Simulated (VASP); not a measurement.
Consider the following.

```xyz
3
Lattice="0.0000 3.2346 3.2346 3.2346 0.0000 3.2346 3.2346 3.2346 0.0000" Properties=species:S:1:pos:R:3 pbc="T T T"
Ge     3.2346     0.0000     3.2346
Se     1.6173     1.6173     1.6173
Se     4.8519     4.8519     4.8519
```

These are PBEsol GGA, VASP's PBE PAW potentials (set 64) (plane waves; VASP) values and carry that method's errors. Settings: 400 eV cut-off, Gaussian smearing of 0.050 eV, potentials Ge_d Se.

Give the energies of bands 8 to 16 at the high-symmetry points, in eV from the Fermi level.

```csv
band,Γ,X,U,L,W
8,-4.88,-9.11,-8.92,-7.43,-9.04
9,-3.22,-5.22,-4.97,-3.56,-5.67
10,-3.22,-5.22,-4.85,-3.56,-3.05
11,-3.22,-2.01,-1.21,-3.05,-3.05
12,-1.64,0.54,-0.94,-2.31,-0.81
13,-1.64,0.54,-0.34,-2.31,0.81
14,-1.64,1.33,1.06,0.96,1.01
15,1.92,2.61,3.78,3.97,2.90
16,1.92,5.12,4.29,3.97,4.52
```

It has no gap at this level: it comes out as a metal or semimetal.

The structure was generated: GeSe2 was put into the fluorite type (Fm-3m), which need not be its known phase. It was relaxed first, which changed the volume by +26 %.
